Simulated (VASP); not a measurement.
Method: r2SCAN meta-GGA, VASP's PBE PAW potentials (set 64) (plane waves; VASP 6.6.1).

A VASP calculation is set up with these files.

### KPOINTS
```
Regular mesh
0
Gamma
 14 14 12
```

INCAR:
```
SYSTEM = CuAu
PREC = Accurate
ENCUT = 520
EDIFF = 1E-7
NELM = 100
ALGO = Normal
LREAL = .FALSE.
LASPH = .TRUE.
ISMEAR = -5
METAGGA = R2SCAN
LMIXTAU = .TRUE.
LMAXMIX = 6
LWAVE = .FALSE.
LCHARG = .FALSE.
LORBIT = 11
NEDOS = 601
ISIF = 2
```

### POSCAR
```
CuAu
1
    2.8719857867     0.0000000000     0.0000000000
    0.0000000000     2.8719857867     0.0000000000
    0.0000000000     0.0000000000     3.5307422355
Cu Au
1 1
Direct
  0.0000000000   0.0000000000   0.0000000000
  0.5000000000   0.5000000000   0.5000000000
```

File KPOINTS_OPT:
```
k-points along high-symmetry lines
6
Line-mode
Reciprocal
  0.000000   0.000000   0.000000 ! GAMMA
  0.000000   0.500000   0.000000 ! X

  0.000000   0.500000   0.000000 ! X
  0.500000   0.500000   0.000000 ! M

  0.500000   0.500000   0.000000 ! M
  0.000000   0.000000   0.000000 ! GAMMA

  0.000000   0.000000   0.000000 ! GAMMA
  0.000000   0.000000   0.500000 ! Z

  0.000000   0.000000   0.500000 ! Z
  0.000000   0.500000   0.500000 ! R

  0.000000   0.500000   0.500000 ! R
  0.500000   0.500000   0.500000 ! A

  0.500000   0.500000   0.500000 ! A
  0.000000   0.000000   0.500000 ! Z

  0.000000   0.500000   0.000000 ! X
  0.000000   0.500000   0.500000 ! R

  0.500000   0.500000   0.000000 ! M
  0.500000   0.500000   0.500000 ! A
```

POTCAR, in this order: Cu Au (PBE.64 set). Program: vasp_std.

Output of the run:

File OSZICAR:
```
       N       E                     dE             d eps       ncg     rms          rms(c)
DAV:   1     0.775234746950E+02    0.77523E+02   -0.11803E+04  7798   0.215E+03
DAV:   2    -0.626935472575E+02   -0.14022E+03   -0.13438E+03  7791   0.349E+02
DAV:   3    -0.678273388061E+02   -0.51338E+01   -0.50740E+01  9503   0.782E+01
DAV:   4    -0.678834962995E+02   -0.56157E-01   -0.56139E-01  8775   0.687E+00
DAV:   5    -0.678854032533E+02   -0.19070E-02   -0.19066E-02 11413   0.137E+00    0.117E+01
DAV:   6    -0.620738927986E+02    0.58115E+01   -0.14716E+01  7828   0.102E+02    0.677E+00
DAV:   7    -0.615670783960E+02    0.50681E+00   -0.38850E+00  8681   0.945E+01    0.569E+00
DAV:   8    -0.615394628708E+02    0.27616E-01   -0.20657E-01 11519   0.114E+01    0.299E+00
DAV:   9    -0.615430467944E+02   -0.35839E-02   -0.42597E-02  9380   0.336E+00    0.430E-01
DAV:  10    -0.615425977959E+02    0.44900E-03   -0.18281E-02  8852   0.179E+00    0.881E-02
DAV:  11    -0.615451875529E+02   -0.25898E-02   -0.58771E-03  8382   0.128E+00    0.816E-02
DAV:  12    -0.615459465172E+02   -0.75896E-03   -0.88597E-04 10051   0.356E-01    0.466E-02
DAV:  13    -0.615459497736E+02   -0.32564E-05   -0.11648E-04  9639   0.213E-01    0.133E-02
DAV:  14    -0.615459515868E+02   -0.18131E-05   -0.20192E-05  9159   0.810E-02    0.654E-03
DAV:  15    -0.615459550576E+02   -0.34708E-05   -0.25052E-06  9828   0.201E-02    0.185E-03
DAV:  16    -0.615459550754E+02   -0.17790E-07   -0.20650E-07  7077   0.787E-03
   1 F= -.61545955E+02 E0= -.61545955E+02  d E =0.000000E+00
       N       E                     dE             ncg
```

**OUTCAR**
```
------------------------ aborting loop because EDIFF is reached ----------------------------------------
  FORCE on cell =-STRESS in cart. coord.  units (eV):
  Direction    XX          YY          ZZ          XY          YZ          ZX
  --------------------------------------------------------------------------------------
  Total       -0.0411494     -0.0411494      0.0623092      0.0000000     -0.0000000     -0.0000000
  in kB       -2.2638293     -2.2638293      3.4279298      0.0000000     -0.0000000     -0.0000000
  external PRESSURE =      -0.3665762 kB  Pullay stress =       0.0000000 kB
  volume of cell :       29.12
      direct lattice vectors                 reciprocal lattice vectors
     2.871985787  0.000000000  0.000000000     0.348191138  0.000000000  0.000000000
     0.000000000  2.871985787  0.000000000     0.000000000  0.348191138  0.000000000
     0.000000000  0.000000000  3.530742235     0.000000000  0.000000000  0.283226566
 POSITION                                       TOTAL-FORCE (eV/Angst)
 -----------------------------------------------------------------------------------
      0.00000      0.00000      0.00000         0.000000      0.000000      0.000000
      1.43599      1.43599      1.76537         0.000000      0.000000      0.000000
 -----------------------------------------------------------------------------------
    total drift:                                0.000000      0.000000     -0.000000
  FREE ENERGIE OF THE ION-ELECTRON SYSTEM (eV)
  ---------------------------------------------------
  free  energy   TOTEN  =       -61.5459550754 eV

  energy  without entropy=      -61.5459550754  energy(sigma->0) =      -61.54595508

 total charge

# of ion       s       p       d       tot
------------------------------------------
    1        0.382   0.328   9.254   9.964
    2        0.620   0.412   8.722   9.754
--------------------------------------------------
tot          1.003   0.740  17.976  19.718
```
(Selected blocks of OUTCAR.)

For a metal the tetrahedron method with Blöchl corrections gives inexact stress and forces.

The compound is CuAu in the L1_0 structure. It was relaxed first.
